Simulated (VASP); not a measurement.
Computed with PBEsol GGA, VASP's PBE PAW potentials (set 64) (plane waves; VASP 6.6.1). Each cell was relaxed at this level.

### Question
Which of these has an unstable (imaginary) mode at Γ?
A. ZrIr, Pm-3m (221)
B. MgZr, P-6m2 (187)
C. Tc, P6_3/mmc (194)
D. TcN, P6_3/mmc (194)

### Answer
D, TcN, P6_3/mmc (194). Its optical Γ-point modes are 174i, 99 (×2), 279, 448 (×2), 509 (×2), 643 cm⁻¹.
